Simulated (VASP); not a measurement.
Output of a VASP run:

File OSZICAR:
```
       N       E                     dE             d eps       ncg     rms          rms(c)
DAV:   1     0.735608896193E+03    0.73561E+03   -0.32676E+04  2416   0.145E+03
DAV:   2    -0.298998737248E+02   -0.76551E+03   -0.74402E+03  2533   0.471E+02
DAV:   3    -0.727339108397E+02   -0.42834E+02   -0.41803E+02  3296   0.115E+02
DAV:   4    -0.736276640142E+02   -0.89375E+00   -0.87361E+00  2876   0.152E+01
DAV:   5    -0.736479679197E+02   -0.20304E-01   -0.20249E-01  2929   0.194E+00    0.364E+01
DAV:   6    -0.680190894289E+02    0.56289E+01   -0.51942E+01  2884   0.375E+01    0.109E+01
DAV:   7    -0.670777012698E+02    0.94139E+00   -0.10077E+01  2966   0.156E+01    0.782E+00
DAV:   8    -0.668719924113E+02    0.20571E+00   -0.14007E+00  2953   0.709E+00    0.982E-01
DAV:   9    -0.668701198303E+02    0.18726E-02   -0.13746E-01  2936   0.167E+00    0.603E-01
DAV:  10    -0.668675145785E+02    0.26053E-02   -0.28844E-02  3087   0.903E-01    0.177E-01
DAV:  11    -0.668669875133E+02    0.52707E-03   -0.55259E-03  2888   0.306E-01    0.487E-02
DAV:  12    -0.668669722487E+02    0.15265E-04   -0.27620E-04  2757   0.102E-01    0.203E-02
DAV:  13    -0.668669680662E+02    0.41824E-05   -0.11725E-04  2662   0.403E-02    0.807E-03
DAV:  14    -0.668669669426E+02    0.11236E-05   -0.71037E-06  2599   0.111E-02    0.195E-03
DAV:  15    -0.668669669281E+02    0.14531E-07   -0.41443E-07  1549   0.323E-03
   1 F= -.66866967E+02 E0= -.66860744E+02  d E =-.124456E-01
```

File OUTCAR:
```
------------------------ aborting loop because EDIFF is reached ----------------------------------------
  FORCE on cell =-STRESS in cart. coord.  units (eV):
  Direction    XX          YY          ZZ          XY          YZ          ZX
  --------------------------------------------------------------------------------------
  Total       -6.3000693     -6.3000695     -6.7832934      0.0000000      0.0000000     -0.0000000
  in kB     -150.8932497   -150.8932549   -162.4669709      0.0000000      0.0000000     -0.0000000
  external PRESSURE =    -154.7511585 kB  Pullay stress =       0.0000000 kB
  volume of cell :       66.89
      direct lattice vectors                 reciprocal lattice vectors
     2.824700000  0.000000000  0.000000000     0.354019896  0.204393479  0.000000000
    -1.412350000  2.446262000  0.000000000     0.000000000  0.408786957  0.000000000
     0.000000000  0.000000000  9.680790000     0.000000000  0.000000000  0.103297355
 POSITION                                       TOTAL-FORCE (eV/Angst)
 -----------------------------------------------------------------------------------
     -0.00000      1.63084      3.79923        -0.000000     -0.000000     -0.305615
      1.41235      0.81542      5.88156         0.000000      0.000000      0.305615
      1.41235      0.81542      8.63962        -0.000000     -0.000000     -0.305615
     -0.00000      1.63084      1.04117         0.000000      0.000000      0.305615
     -0.00000      1.63084      7.26059        -0.000000      0.000000     -0.000000
      1.41235      0.81542      2.42020         0.000000     -0.000000     -0.000000
 -----------------------------------------------------------------------------------
    total drift:                               -0.001227      0.000528     -0.000062
  FREE ENERGIE OF THE ION-ELECTRON SYSTEM (eV)
  ---------------------------------------------------
  free  energy   TOTEN  =       -66.8669669281 eV

  energy  without entropy=      -66.8545213310  energy(sigma->0) =      -66.86074413
```
(Selected blocks of OUTCAR.)

### POSCAR
```
Tc2N
1
    2.8247000000     0.0000000000     0.0000000000
   -1.4123500000     2.4462620000     0.0000000000
    0.0000000000     0.0000000000     9.6807900000
Tc N
4 2
Direct
  0.3333330000   0.6666670000   0.3924500000
  0.6666670000   0.3333330000   0.6075500000
  0.6666670000   0.3333330000   0.8924500000
  0.3333330000   0.6666670000   0.1075500000
  0.3333330000   0.6666670000   0.7500000000
  0.6666670000   0.3333330000   0.2500000000
```

Problem. Reconstruct the remaining input files.

Solution. One answer among several that fit: the input of the run itself, LDA (Ceperley-Alder, Perdew-Zunger), plane waves, VASP's LDA PAW potentials (set 64).

File KPOINTS:
```
Automatic mesh
0
Gamma
11 11 3
0 0 0
```

INCAR:
```
LASPH = .TRUE.
EDIFF = 1E-6
PREC = Accurate
SYSTEM = Tc2N
LCHARG = .FALSE.
LWAVE = .FALSE.
NELM = 100   # most electronic steps
LMAXMIX = 4
ISIF = 2   # forces and stress, cell fixed
LREAL = .FALSE.   # projection in real space or not
SIGMA = 0.1
ALGO = Normal
ENCUT = 400
ISMEAR = 0
```

POTCAR, in this order: Tc_pv N (LDA.64 set). Program: vasp_std.

At this cut-off the stress carries a Pulay error, which pulls relaxed volumes low.

The structure comes from a computed database's Tc2N entry (P6_3/mmc); how it stands against other phases isn't given here. The cell was not relaxed at this level.
